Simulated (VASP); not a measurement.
Output of a VASP run:

OUTCAR:
```
 ion  position               nearest neighbor table
   1  0.000  0.000  0.000-   2 2.40   3 2.40   3 2.40   2 2.40   3 2.40   2 2.40
   2  0.333  0.667  0.200-   1 2.40   1 2.40   1 2.40
   3  0.667  0.333  0.800-   1 2.40   1 2.40   1 2.40
  LATTYP: Found a hexagonal cell.
 ALAT       =     3.5733998149
 C/A-ratio  =     1.7181543472
 Subroutine PRICEL returns:
 Original cell was already a primitive cell.
 Subroutine GETGRP returns: Found 12 space group operations
The static configuration has the point symmetry D_3d.
The dynamic configuration has the point symmetry D_3d.
 Subroutine INISYM returns: Found 12 space group operations
 Subroutine IBZKPT returns following result:
 Found     28 irreducible k-points:

 Following reciprocal coordinates:
            Coordinates               Weight
  0.000000  0.000000  0.000000      1.000000
  0.142857  0.000000  0.000000      6.000000
  0.285714  0.000000  0.000000      6.000000
  0.428571  0.000000  0.000000      6.000000
  0.142857  0.142857  0.000000      6.000000
  0.285714  0.142857  0.000000     12.000000
  0.428571  0.142857  0.000000      6.000000
  0.285714  0.285714  0.000000      6.000000
  0.000000  0.000000  0.250000      2.000000
  0.142857  0.000000  0.250000      6.000000
  0.000000  0.142857  0.250000      6.000000
  0.285714  0.000000  0.250000      6.000000
  0.000000  0.285714  0.250000      6.000000
  0.428571  0.000000  0.250000      6.000000
  0.000000  0.428571  0.250000      6.000000
  0.142857  0.142857  0.250000     12.000000
  0.285714  0.142857  0.250000     12.000000
 -0.142857  0.428571  0.250000     12.000000
  0.428571  0.142857  0.250000     12.000000
  0.285714  0.285714  0.250000     12.000000
  0.000000  0.000000  0.500000      1.000000
  0.142857  0.000000  0.500000      6.000000
  0.285714  0.000000  0.500000      6.000000
  0.428571  0.000000  0.500000      6.000000
  0.142857  0.142857  0.500000      6.000000
  0.285714  0.142857  0.500000     12.000000
  0.428571  0.142857  0.500000      6.000000
  0.285714  0.285714  0.500000      6.000000
   k-points           NKPTS =     28   k-points in BZ     NKDIM =     28   number of bands    NBANDS=     15
   number of dos      NEDOS =    301   number of ions     NIONS =      3
   total plane-waves  NPLWV =  37632
   dimension x,y,z NGX =    28 NGY =   28 NGZ =   48
   dimension x,y,z NGXF=    56 NGYF=   56 NGZF=   96
   ions per type =               1   2
   PREC   = accura    normal or accurate (medium, high low for compatibility)
   ISTART =      0    job   : 0-new  1-cont  2-samecut
   ICHARG =      2    charge: 1-file 2-atom 10-const
   ISPIN  =      1    spin polarized calculation?
   LNONCOLLINEAR =      F non collinear calculations
   LSORBIT =      F    spin-orbit coupling
   INIWAV =      1    electr: 0-lowe 1-rand  2-diag
   ENCUT  =  500.0 eV  36.75 Ry    6.06 a.u.   6.52  6.52 11.19*2*pi/ulx,y,z
   NELM   =    100;   NELMIN=  2; NELMDL= -5     # of ELM steps
   EDIFF  = 0.1E-05   stopping-criterion for ELM
   LREAL  =      F    real-space projection
   NLSPLINE    = F    spline interpolate recip. space projectors
   LMAXMIX     =    6 max onsite mixed and CHGCAR
   VOSKOWN=      0    Vosko Wilk Nusair interpolation
   EDIFFG = -.2E-01   stopping-criterion for IOM
   NSW    =     40    number of steps for IOM
   NBLOCK =      1;   KBLOCK =     40    inner block; outer block
   IBRION =      2    ionic relax: 0-MD 1-quasi-New 2-CG
   NFREE  =      1    steps in history (QN), initial steepest desc. (CG)
   ISIF   =      3    stress and relaxation
   ISYM   =      2    0-nonsym 1-usesym 2-fastsym
   TEIN   =    0.0    initial temperature
   TEBEG  =    0.0;   TEEND  =   0.0 temperature during run
   SMASS  =  -3.00    Nose mass-parameter (am)
   PSTRESS=    0.0 pullay stress
   NELECT =      22.0000    total number of electrons
   EFERMI =   0.00;   METHOD = LEGACY
   ISMEAR =     0;   SIGMA  =   0.05  broadening in eV -4-tet -1-fermi 0-gaus
...
```

**OSZICAR**
```
       N       E                     dE             d eps       ncg     rms          rms(c)
DAV:   1     0.120651577645E+03    0.12065E+03   -0.99883E+03   848   0.123E+03
DAV:   2    -0.109315132875E+02   -0.13158E+03   -0.12839E+03  1093   0.240E+02
DAV:   3    -0.167594331102E+02   -0.58279E+01   -0.57997E+01  1057   0.559E+01
DAV:   4    -0.168413409117E+02   -0.81908E-01   -0.81889E-01  1092   0.713E+00
DAV:   5    -0.168433276243E+02   -0.19867E-02   -0.19866E-02  1134   0.106E+00    0.176E+01
DAV:   6    -0.157254413592E+02    0.11179E+01   -0.79709E+00   868   0.291E+01    0.115E+01
DAV:   7    -0.154869149521E+02    0.23853E+00   -0.14235E+00   861   0.133E+01    0.555E+00
DAV:   8    -0.154704379190E+02    0.16477E-01   -0.10102E-01  1064   0.230E+00    0.120E+00
DAV:   9    -0.154647816951E+02    0.56562E-02   -0.16371E-02   994   0.146E+00    0.271E-01
DAV:  10    -0.154650744498E+02   -0.29275E-03   -0.25844E-03  1078   0.366E-01    0.825E-02
DAV:  11    -0.154651175611E+02   -0.43111E-04   -0.75706E-05  1094   0.831E-02    0.453E-02
DAV:  12    -0.154651226604E+02   -0.50993E-05   -0.14769E-05  1043   0.356E-02    0.145E-02
DAV:  13    -0.154651239041E+02   -0.12437E-05   -0.30150E-06  1082   0.134E-02    0.477E-03
DAV:  14    -0.154651242019E+02   -0.29784E-06   -0.32388E-07   728   0.467E-03
   1 F= -.15465124E+02 E0= -.15465124E+02  d E =-.154651E+02
```

**OUTCAR**
```
------------------------ aborting loop because EDIFF is reached ----------------------------------------
  FORCE on cell =-STRESS in cart. coord.  units (eV):
  Direction    XX          YY          ZZ          XY          YZ          ZX
  --------------------------------------------------------------------------------------
  Total        0.0149840      0.0149840      0.0495626      0.0000000      0.0000000      0.0000000
  in kB        0.3535906      0.3535906      1.1695731      0.0000000      0.0000000      0.0000000
  external PRESSURE =       0.6255847 kB  Pullay stress =       0.0000000 kB
  volume of cell :       67.89
      direct lattice vectors                 reciprocal lattice vectors
     1.786699876 -3.094655036  0.000000000     0.279845545 -0.161568897  0.000000000
     1.786699876  3.094655036  0.000000000     0.279845545  0.161568897  0.000000000
     0.000000000  0.000000000  6.139652426     0.000000000  0.000000000  0.162875670
 POSITION                                       TOTAL-FORCE (eV/Angst)
 -----------------------------------------------------------------------------------
      0.00000      0.00000      0.00000         0.000000     -0.000000      0.000000
      1.78670      1.03155      1.22541        -0.000000      0.000000      0.003026
      1.78670     -1.03155      4.91424         0.000000     -0.000000     -0.003026
 -----------------------------------------------------------------------------------
    total drift:                                0.000000      0.000000      0.000000
  FREE ENERGIE OF THE ION-ELECTRON SYSTEM (eV)
  ---------------------------------------------------
  free  energy   TOTEN  =       -15.4651242019 eV

  energy  without entropy=      -15.4651242019  energy(sigma->0) =      -15.46512420

 reached required accuracy - stopping structural energy minimisation
```
(Selected blocks of OUTCAR.)

**POSCAR**
```
PtS2
1
    1.7866998760    -3.0946550357     0.0000000000
    1.7866998760     3.0946550357     0.0000000000
    0.0000000000     0.0000000000     6.1396524263
Pt S
1 2
Direct
  0.0000000000   0.0000000000   0.0000000000
  0.3333330000   0.6666670000   0.1995896725
  0.6666670000   0.3333330000   0.8004103275
```

Q: Reconstruct the remaining input files.

A: This is not unique; one that fits is the input of the run itself, PBE GGA, plane waves, VASP's PBE PAW potentials (set 64).

**INCAR**
```
SYSTEM=PtS2
PREC=Accurate; ENCUT=500; LREAL=.False.
LASPH=.True.
EDIFF=1E-6; NELM=100; ALGO=Normal
LMAXMIX=6
ISMEAR=0; SIGMA=0.05
GGA=PE
IBRION=2; NSW=40; ISIF=3
EDIFFG=-0.02
LWAVE=.False.; LCHARG=.False.
```

File KPOINTS:
```
Automatic mesh
0
Gamma
7 7 4
0 0 0
```

POTCAR, in this order: Pt S (PBE.64 set). Program: vasp_std.

Without a dispersion term in the relaxation, distances and binding between the weakly bound layers, chains or molecules are unreliable, and so is what depends on them.

The compound is PtS2 in the 1T layered structure. It was relaxed first, which changed the volume by +24 %.
